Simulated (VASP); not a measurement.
Calculation: PBE GGA, VASP's PBE PAW potentials (set 64) (plane waves; VASP).

The input files of a VASP run:

File KPOINTS:
```
Automatic
0
gamma
  1 1 1
```

POSCAR:
```
SnC62
1
    7.1465551589    -0.0000000000    -0.0000000000
   -0.0000000000     7.1465551589     0.0000000000
    0.0000000000     0.0000000000     7.1465551589
C Sn
62 1
Direct
  0.5000000000   0.0000000000   0.0000000000
  0.6235470000   0.1232800000   0.1319610000
  0.7487130000   0.2538110000   0.0036520000
  0.8723370000   0.3728490000   0.1229220000
  0.7450300000   0.0066260000   0.2557360000
  0.8758400000   0.1223870000   0.3804420000
  0.0000000000   0.0000000000   0.0000000000
  0.1250000000   0.1250000000   0.1250000000
  0.2500000000   0.2500000000   0.0000000000
  0.3687820000   0.3705120000   0.1309700000
  0.5061400000   0.5030010000   0.0032620000
  0.6244640000   0.6310460000   0.1236880000
  0.7500000000   0.7500000000   0.0000000000
  0.8750000000   0.8750000000   0.1250000000
  0.2500000000   0.0000000000   0.2500000000
  0.3789510000   0.1281640000   0.3697410000
  0.5058360000   0.2484260000   0.2471250000
  0.7516360000   0.4995490000   0.2465700000
  0.8797520000   0.6204950000   0.3711750000
  0.5022410000  -0.0002930000   0.4940210000
  0.6199390000   0.1195660000   0.6246890000
  0.7505650000   0.2564210000   0.5011750000
  0.8753740000   0.3809190000   0.6308770000
  0.7500000000   0.0000000000   0.7500000000
  0.8750000000   0.1250000000   0.8750000000
  0.0000000000   0.5000000000   0.0000000000
  0.1250000000   0.6250000000   0.1250000000
  0.2500000000   0.7500000000   0.0000000000
  0.3750000000   0.8750000000   0.1250000000
  0.0000000000   0.2500000000   0.2500000000
  0.1250000000   0.3750000000   0.3750000000
  0.2514350000   0.4989580000   0.2505400000
  0.3748140000   0.6249980000   0.3808520000
  0.4966760000   0.7436880000   0.2494770000
  0.6250000000   0.8750000000   0.3750000000
  0.0000000000   0.0000000000   0.5000000000
  0.1250000000   0.1250000000   0.6250000000
  0.2513030000   0.2483300000   0.5019450000
  0.3750340000   0.3692500000   0.6221570000
  0.6262380000   0.6182230000   0.6231780000
  0.7435820000   0.7447750000   0.4955040000
  0.8750000000   0.8750000000   0.6250000000
  0.2500000000   0.0000000000   0.7500000000
  0.3750000000   0.1250000000   0.8750000000
  0.4994130000   0.2556410000   0.7513310000
  0.6250000000   0.3750000000   0.8750000000
  0.7474470000   0.4988100000   0.7519370000
  0.8750000000   0.6250000000   0.8750000000
  0.0000000000   0.7500000000   0.2500000000
  0.1250000000   0.8750000000   0.3750000000
  0.0000000000   0.5000000000   0.5000000000
  0.1250000000   0.6250000000   0.6250000000
  0.2500000000   0.7500000000   0.5000000000
  0.3750000000   0.8750000000   0.6250000000
  0.0000000000   0.2500000000   0.7500000000
  0.1250000000   0.3750000000   0.8750000000
  0.2500000000   0.5000000000   0.7500000000
  0.3750000000   0.6250000000   0.8750000000
  0.5000000000   0.7500000000   0.7500000000
  0.6250000000   0.8750000000   0.8750000000
  0.0000000000   0.7500000000   0.7500000000
  0.1250000000   0.8750000000   0.8750000000
  0.5046000000   0.4954510000   0.5056700000
```

**INCAR**
```
SYSTEM=SnC62
PREC=Normal; ENCUT=400; LREAL=Auto
LASPH=.TRUE.; ISYM=0; NELECT=254.0
EDIFF=1E-5; NELM=100; NELMIN=4
ALGO=Fast; LMAXMIX=4
ISMEAR=0; SIGMA=0.05
GGA=PE
IBRION=2; NSW=70; ISIF=2
EDIFFG=-0.03
LWAVE=.FALSE.; LCHARG=.FALSE.
```

POTCAR, in this order: C Sn (PBE.64 set). Program: vasp_gam.

The run wrote:

File OSZICAR:
```
...
RMM:   8    -0.528295382816E+03    0.51729E-05   -0.94557E-05   294   0.226E-02
  11 F= -.52829538E+03 E0= -.52829538E+03  d E =-.872701E+00
       N       E                     dE             d eps       ncg     rms          rms(c)
DAV:   1    -0.528329348111E+03   -0.33960E-01   -0.49216E+00   352   0.599E+00    0.433E-01
RMM:   2    -0.528331832088E+03   -0.24840E-02   -0.64431E-02   320   0.708E-01    0.245E-01
RMM:   3    -0.528331669893E+03    0.16219E-03   -0.14229E-02   325   0.276E-01    0.911E-02
RMM:   4    -0.528331878066E+03   -0.20817E-03   -0.26730E-03   346   0.110E-01    0.499E-02
RMM:   5    -0.528331902027E+03   -0.23961E-04   -0.40001E-04   334   0.469E-02    0.118E-02
RMM:   6    -0.528331907573E+03   -0.55457E-05   -0.86698E-05   281   0.209E-02
  12 F= -.52833191E+03 E0= -.52833191E+03  d E =-.909226E+00
       N       E                     dE             d eps       ncg     rms          rms(c)
DAV:   1    -0.528576052863E+03   -0.24415E+00   -0.62419E+01   320   0.220E+01    0.154E+00
RMM:   2    -0.528612160548E+03   -0.36108E-01   -0.86621E-01   320   0.265E+00    0.889E-01
RMM:   3    -0.528608687475E+03    0.34731E-02   -0.17494E-01   325   0.102E+00    0.324E-01
RMM:   4    -0.528611580599E+03   -0.28931E-02   -0.35623E-02   344   0.411E-01    0.179E-01
RMM:   5    -0.528611854261E+03   -0.27366E-03   -0.50866E-03   334   0.175E-01    0.405E-02
RMM:   6    -0.528611935071E+03   -0.80811E-04   -0.12303E-03   373   0.805E-02    0.296E-02
RMM:   7    -0.528611946487E+03   -0.11416E-04   -0.24001E-04   336   0.341E-02    0.119E-02
RMM:   8    -0.528611945011E+03    0.14759E-05   -0.35996E-05   238   0.142E-02
  13 F= -.52861195E+03 E0= -.52861195E+03  d E =-.280037E+00
       N       E                     dE             d eps       ncg     rms          rms(c)
DAV:   1    -0.528628146567E+03   -0.16200E-01   -0.23944E+00   352   0.431E+00    0.294E-01
RMM:   2    -0.528629444193E+03   -0.12976E-02   -0.32351E-02   320   0.510E-01    0.174E-01
RMM:   3    -0.528629302641E+03    0.14155E-03   -0.67844E-03   325   0.199E-01    0.578E-02
RMM:   4    -0.528629417457E+03   -0.11482E-03   -0.13033E-03   340   0.789E-02    0.345E-02
RMM:   5    -0.528629427580E+03   -0.10122E-04   -0.18898E-04   332   0.339E-02    0.750E-03
RMM:   6    -0.528629430099E+03   -0.25199E-05   -0.43349E-05   241   0.155E-02
  14 F= -.52862943E+03 E0= -.52862943E+03  d E =-.297523E+00
       N       E                     dE             d eps       ncg     rms          rms(c)
DAV:   1    -0.528694243154E+03   -0.64816E-01   -0.18797E+01   328   0.122E+01    0.824E-01
RMM:   2    -0.528709398247E+03   -0.15155E-01   -0.26057E-01   320   0.146E+00    0.478E-01
RMM:   3    -0.528709714303E+03   -0.31606E-03   -0.49106E-02   324   0.554E-01    0.178E-01
RMM:   4    -0.528710490898E+03   -0.77659E-03   -0.95258E-03   338   0.219E-01    0.901E-02
RMM:   5    -0.528710594365E+03   -0.10347E-03   -0.13728E-03   340   0.901E-02    0.197E-02
RMM:   6    -0.528710621512E+03   -0.27147E-04   -0.31367E-04   365   0.393E-02    0.144E-02
RMM:   7    -0.528710623994E+03   -0.24820E-05   -0.37082E-05   232   0.138E-02
  15 F= -.52871062E+03 E0= -.52871062E+03  d E =-.811939E-01
       N       E                     dE             d eps       ncg     rms          rms(c)
DAV:   1    -0.528712336846E+03   -0.17153E-02   -0.34350E-01   360   0.165E+00    0.110E-01
RMM:   2    -0.528712608892E+03   -0.27205E-03   -0.47383E-03   320   0.196E-01    0.645E-02
RMM:   3    -0.528712611997E+03   -0.31042E-05   -0.89175E-04   324   0.747E-02    0.237E-02
RMM:   4    -0.528712625665E+03   -0.13668E-04   -0.17225E-04   336   0.296E-02    0.122E-02
RMM:   5    -0.528712627083E+03   -0.14183E-05   -0.24703E-05   212   0.124E-02
  16 F= -.52871263E+03 E0= -.52871263E+03  d E =-.831970E-01
       N       E                     dE             d eps       ncg     rms          rms(c)
DAV:   1    -0.528722509015E+03   -0.98834E-02   -0.37730E+00   328   0.554E+00    0.383E-01
RMM:   2    -0.528725667768E+03   -0.31588E-02   -0.56436E-02   320   0.669E-01    0.227E-01
RMM:   3    -0.528725852021E+03   -0.18425E-03   -0.11782E-02   324   0.258E-01    0.830E-02
RMM:   4    -0.528726018595E+03   -0.16657E-03   -0.20628E-03   341   0.102E-01    0.430E-02
RMM:   5    -0.528726042554E+03   -0.23959E-04   -0.35368E-04   336   0.434E-02    0.102E-02
RMM:   6    -0.528726046666E+03   -0.41118E-05   -0.72392E-05   278   0.192E-02
  17 F= -.52872605E+03 E0= -.52872605E+03  d E =-.134196E-01
       N       E                     dE             d eps       ncg     rms          rms(c)
DAV:   1    -0.528727636074E+03   -0.15935E-02   -0.24996E-01   328   0.143E+00    0.988E-02
RMM:   2    -0.528727835608E+03   -0.19953E-03   -0.36700E-03   320   0.170E-01    0.585E-02
RMM:   3    -0.528727845231E+03   -0.96227E-05   -0.76356E-04   323   0.658E-02    0.209E-02
RMM:   4    -0.528727856435E+03   -0.11204E-04   -0.13791E-04   334   0.261E-02    0.110E-02
RMM:   5    -0.528727857891E+03   -0.14564E-05   -0.23921E-05   205   0.114E-02
  18 F= -.52872786E+03 E0= -.52872786E+03  d E =-.152308E-01
       N       E                     dE             d eps       ncg     rms          rms(c)
DAV:   1    -0.528730480709E+03   -0.26243E-02   -0.65209E-01   328   0.232E+00    0.150E-01
RMM:   2    -0.528731090052E+03   -0.60934E-03   -0.91168E-03   320   0.270E-01    0.905E-02
RMM:   3    -0.528731110142E+03   -0.20091E-04   -0.16028E-03   324   0.102E-01    0.315E-02
RMM:   4    -0.528731138446E+03   -0.28303E-04   -0.31840E-04   335   0.410E-02    0.155E-02
RMM:   5    -0.528731142685E+03   -0.42391E-05   -0.59123E-05   255   0.178E-02
  19 F= -.52873114E+03 E0= -.52873114E+03  d E =-.328479E-02
       N       E                     dE             d eps       ncg     rms          rms(c)
DAV:   1    -0.528731234082E+03   -0.95636E-04   -0.15782E-02   360   0.361E-01    0.230E-02
RMM:   2    -0.528731247451E+03   -0.13369E-04   -0.21174E-04   320   0.414E-02    0.137E-02
RMM:   3    -0.528731247275E+03    0.17614E-06   -0.35626E-05   224   0.154E-02    0.449E-03
RMM:   4    -0.528731247741E+03   -0.46686E-06   -0.57288E-06   189   0.591E-03
  20 F= -.52873125E+03 E0= -.52873125E+03  d E =-.338985E-02
       N       E                     dE             d eps       ncg     rms          rms(c)
DAV:   1    -0.528731655322E+03   -0.40805E-03   -0.10963E-01   344   0.941E-01    0.642E-02
RMM:   2    -0.528731759551E+03   -0.10423E-03   -0.16712E-03   320   0.117E-01    0.386E-02
RMM:   3    -0.528731760642E+03   -0.10910E-05   -0.31521E-04   325   0.444E-02    0.129E-02
RMM:   4    -0.528731765540E+03   -0.48984E-05   -0.54256E-05   258   0.176E-02
  21 F= -.52873177E+03 E0= -.52873177E+03  d E =-.517799E-03
       N       E                     dE             d eps       ncg     rms          rms(c)
DAV:   1    -0.528731788867E+03   -0.28225E-04   -0.38455E-03   352   0.176E-01    0.118E-02
RMM:   2    -0.528731792077E+03   -0.32102E-05   -0.51055E-05   268   0.203E-02    0.702E-03
RMM:   3    -0.528731791913E+03    0.16431E-06   -0.77341E-06   181   0.759E-03    0.225E-03
RMM:   4    -0.528731792052E+03   -0.13899E-06   -0.14807E-06   176   0.297E-03
  22 F= -.52873179E+03 E0= -.52873179E+03  d E =-.544310E-03
       N       E                     dE             d eps       ncg     rms          rms(c)
DAV:   1    -0.528731899022E+03   -0.10711E-03   -0.20395E-02   344   0.398E-01    0.276E-02
RMM:   2    -0.528731915165E+03   -0.16143E-04   -0.27762E-04   320   0.463E-02    0.164E-02
RMM:   3    -0.528731915452E+03   -0.28697E-06   -0.54589E-05   255   0.179E-02    0.556E-03
RMM:   4    -0.528731916147E+03   -0.69453E-06   -0.85467E-06   195   0.693E-03
  23 F= -.52873192E+03 E0= -.52873192E+03  d E =-.124095E-03
```

### OUTCAR
```
------------------------ aborting loop because EDIFF is reached ----------------------------------------
  FORCE on cell =-STRESS in cart. coord.  units (eV):
  Direction    XX          YY          ZZ          XY          YZ          ZX
  --------------------------------------------------------------------------------------
  Total       57.0343277     57.0257404     57.0271812     14.3377146    -14.3403323     14.3426434
  in kB      250.3552247    250.3175301    250.3238547     62.9361633    -62.9476536     62.9577987
  external PRESSURE =     250.3322032 kB  Pullay stress =       0.0000000 kB
  volume of cell :      365.00
      direct lattice vectors                 reciprocal lattice vectors
     7.146555159  0.000000000  0.000000000     0.139927556  0.000000000  0.000000000
     0.000000000  7.146555159  0.000000000     0.000000000  0.139927556  0.000000000
     0.000000000  0.000000000  7.146555159     0.000000000  0.000000000  0.139927556
 POSITION                                       TOTAL-FORCE (eV/Angst)
 -----------------------------------------------------------------------------------
      3.56480      7.14644      0.00378         0.001747     -0.002171      0.002444
      4.42627      0.90884      0.91293        -0.001646     -0.003632     -0.004971
      5.33754      1.80726      0.02994        -0.003396      0.003538     -0.000991
      6.23598      2.71849      0.91284         0.004082      0.001961     -0.003323
      5.33742      0.02587      1.81143        -0.003751     -0.002651      0.001207
      6.23597      0.90873      2.72250         0.004282      0.000840      0.000238
      7.13291      0.01195      0.01595        -0.006985      0.001039      0.006678
      0.86497      0.90513      0.90892         0.000552     -0.000744      0.005305
      1.74973      1.79134      7.13919        -0.004139      0.002063      0.000510
      2.62564      2.66119      0.86386        -0.001887     -0.003492     -0.002312
      3.56926      3.57553      0.00306        -0.000030      0.002274     -0.006226
      4.48364      4.51923      0.86372         0.000456      0.003717     -0.002262
      5.35349      5.39518      7.13906         0.000278     -0.000859      0.004478
      6.23967      6.27975      0.90904         0.004037      0.005892      0.000753
      1.74959      7.13513      1.79534        -0.001925      0.000816     -0.001700
      2.62558      0.85961      2.66525        -0.005888     -0.002030     -0.001691
      3.42362      1.70568      1.70995         0.001604      0.000870     -0.000486
      5.43900      3.72113      1.70974         0.000348     -0.000940      0.004962
      6.28511      4.51913      2.66527         0.002302      0.006510     -0.003916
      3.56915      7.14538      3.57975        -0.000450     -0.005474     -0.000304
      4.48353      0.85962      4.52328         0.005017      0.001204      0.001312
      5.43906      1.70566      3.72513        -0.002051      0.001994      0.003230
      6.28515      2.66128      4.52326         0.002713     -0.008121      0.002327
      5.35352      7.13517      5.39916        -0.002555     -0.001249      0.002474
      6.23985      0.90491      6.28382        -0.001421      0.006078      0.001090
      7.14512      3.57995      0.00386        -0.005908      0.000857      0.001470
      0.86958      4.47282      0.87299         0.000532     -0.001740      0.001816
      1.78609      5.35865      7.13441        -0.001691     -0.000289      0.005698
      2.67188      6.27521      0.87288         0.002444      0.006457      0.001275
      7.11900      1.80740      1.81137        -0.002209      0.002586      0.001742
      0.87891      2.68857      2.69248         0.006019     -0.003654      0.000908
      1.74016      3.60281      1.74897        -0.000338     -0.002094     -0.003042
      2.58672      4.55812      2.54660        -0.001308      0.003844      0.000934
      3.54193      5.40482      1.74881         0.003584     -0.007163      0.000832
      4.45624      6.26595      2.69252         0.001755     -0.005366     -0.000738
      7.14490      7.14649      3.58389        -0.002258     -0.004713      0.001756
      0.86940      0.86901      4.47684         0.003413      0.001625     -0.000935
      1.74000      1.74485      3.60681         0.002393     -0.002331     -0.003260
      2.58660      2.54235      4.56211        -0.002040      0.005153      0.007002
      4.60252      4.55817      4.56223        -0.009580      0.000558      0.003757
      5.39992      5.40480      3.60687         0.001770     -0.005798     -0.005444
      6.27569      6.27532      4.47681         0.006979      0.004722     -0.000145
      1.78612      7.13056      5.36276        -0.003399      0.002078      0.001229
      2.67200      0.86908      6.27924         0.001188     -0.000480      0.002827
      3.54197      1.74486      5.40872         0.003565     -0.000567     -0.003548
      4.45640      2.68851      6.26990         0.000308     -0.003951     -0.003601
      5.40006      3.60279      5.40883         0.000340     -0.000883     -0.005227
      6.27584      4.47287      6.27927         0.004438     -0.002570      0.003468
      0.00976      5.39516      1.79544        -0.008627     -0.002272     -0.003538
      0.88030      6.26430      2.68854         0.006602      0.005505     -0.006096
      7.14595      3.57558      3.57972         0.004313      0.000045      0.000021
      0.90669      4.45616      4.46023         0.003511      0.009211      0.009377
      1.78959      5.35532      3.54912         0.003439     -0.008290      0.003581
      2.68856      6.23810      4.46037        -0.006804      0.000956      0.006360
      0.00978      1.79130      5.39924        -0.006958      0.002655     -0.000465
      0.88056      2.68452      6.26840         0.001469     -0.006502      0.000067
      1.78972      3.54500      5.35936         0.001643      0.002852     -0.007188
      2.68862      4.45610      6.24228        -0.005298      0.007954     -0.002602
      3.59976      5.35522      5.35942        -0.000769     -0.009570     -0.006856
      4.46031      6.26423      6.26837         0.005742      0.007834     -0.000875
      0.01449      5.35880      5.36269        -0.011899     -0.001589      0.000833
      0.89308      6.25172      6.25577         0.003965      0.002204     -0.005714
      4.01285      3.13176      3.13616         0.008382     -0.004710     -0.004507
 -----------------------------------------------------------------------------------
    total drift:                               -0.024563      0.010493      0.028279
  FREE ENERGIE OF THE ION-ELECTRON SYSTEM (eV)
  ---------------------------------------------------
  free  energy   TOTEN  =      -528.7319161468 eV

  energy  without entropy=     -528.7319161468  energy(sigma->0) =     -528.73191615

 reached required accuracy - stopping structural energy minimisation
```
(Selected blocks of OUTCAR.)

CONTCAR:
```
SnC62
   1.00000000000000
     7.1465551589000000    0.0000000000000000    0.0000000000000000
     0.0000000000000000    7.1465551589000000    0.0000000000000000
     0.0000000000000000    0.0000000000000000    7.1465551589000000
  C               Sn
    62     1
Direct
     0.4988142063397133    0.9999844421417627    0.0005292088210978
     0.6193570419666915    0.1271716909033994    0.1277438478122030
     0.7468682460717578    0.2528855184466437    0.0041888898250601
     0.8725848555246116    0.3803919723469301    0.1277321108797156
     0.7468525511888517    0.0036199295751280    0.2534690596850598
     0.8725844466379111    0.1271561886969443    0.3809531324618983
     0.9980905749775989    0.0016724586289180    0.0022318080190504
     0.1210329120771746    0.1266522717139726    0.1271835816436454
     0.2448357019044340    0.2506584124460658    0.9989691974955753
     0.3673990491493864    0.3723734962484621    0.1208779798712011
     0.4994379167348708    0.5003157210091419    0.0004281037702890
     0.6273853873487039    0.6323646756531656    0.1208582668607294
     0.7491009254535294    0.7549342432751868    0.9989509800090529
     0.8731011107685001    0.8787105340333888    0.1272004432919444
     0.2448159793460860    0.9984017994582716    0.2512175951615565
     0.3673913104038375    0.1202829798595081    0.3729416333605595
     0.4790586664059990    0.2386717672993748    0.2392692901282549
     0.7610654552996363    0.5206890804267290    0.2392393321615562
     0.8794593937632096    0.6323506039015410    0.3729451490645885
     0.4994228569751819    0.9998353984445607    0.5009050427223307
     0.6273687354281925    0.1202839010098162    0.6329313909789361
     0.7610749746007410    0.2386690741557214    0.5212483393180459
     0.8794661970307515    0.3723863467632561    0.6329286789202505
     0.7491043321124460    0.9984074441208777    0.7554916414072468
     0.8731266788052323    0.1266219467033652    0.8792802714328007
     0.9997988396578416    0.5009340478319086    0.0005405352675334
     0.1216775246462662    0.6258704025566116    0.1221555910617529
     0.2499232742223430    0.7498231184958596    0.9983004182942111
     0.3738696147989784    0.8780745442837457    0.1221398138300451
     0.9961436418534120    0.2529046421161513    0.2534606528662254
     0.1229835052429122    0.3762045923059069    0.3767520275906485
     0.2434963281817774    0.5041320903300192    0.2447292346482501
     0.3619538294791912    0.6378072313355861    0.3563401213466918
     0.4956135022540846    0.7562830485114723    0.2447062546532176
     0.6235501579991466    0.8767787852873478    0.3767575718807639
     0.9997678706136114    0.9999915028857517    0.5014850755152818
     0.1216535133131873    0.1215983960049782    0.6264333822068350
     0.2434742070189335    0.2441531865606409    0.5046916515023256
     0.3619365128493927    0.3557450891383526    0.6383644556662530
     0.6440194590383594    0.6378142586910062    0.6383816222474309
     0.7555980163435173    0.7562808410039905    0.5047004046773501
     0.8781426130478098    0.8780898128478063    0.6264286922651549
     0.2499277351546606    0.9977621862709694    0.7503972795493327
     0.3738869503167420    0.1216083387974761    0.8786388715981491
     0.4956196698309880    0.2441533065256810    0.7568295596159487
     0.6235727066311904    0.3761961332313348    0.8773314124291440
     0.7556165846082086    0.5041289223929096    0.7568441305763401
     0.8781633613113212    0.6258772580031270    0.8786425694076719
     0.0013652440663300    0.7549319290256464    0.2512310179906735
     0.1231785849031718    0.8765481740150288    0.3762008722169714
     0.9999159348151946    0.5003222722198711    0.5009012398261414
     0.1268703290994347    0.6235401597629658    0.6241092953197901
     0.2504134334506410    0.7493562331053966    0.4966199183256868
     0.3762034642876982    0.8728820561390970    0.6241291340181421
     0.0013682053353781    0.2506522130457262    0.7555021528614217
     0.1232140408774716    0.3756383874232228    0.8771213023839443
     0.2504316424769276    0.4960438083551973    0.7499226493263437
     0.3762122222309425    0.6235313348016671    0.8734665604597903
     0.5037049311711309    0.7493430323682437    0.7499307077628230
     0.6241197039417659    0.8765377702803170    0.8771182429676193
     0.0020274289205854    0.7498442426444720    0.7503881018589266
     0.1249664546091190    0.8747880118357870    0.8753542990132861
     0.5615084550853096    0.4382197423065916    0.4388352018692285
```

At this cut-off the stress carries a Pulay error, which pulls relaxed volumes low. The cell is charged, with a uniform compensating background. The supercell is sampled at Γ alone, which is coarse: total energies, pressure and levels can be off, energies of defects by several tenths of an eV.

The cell is a supercell with a defect, built from C (diamond): Sn_C-vac_C, charge -2. The run is not spin-polarised, so no state with unpaired spins was tried.
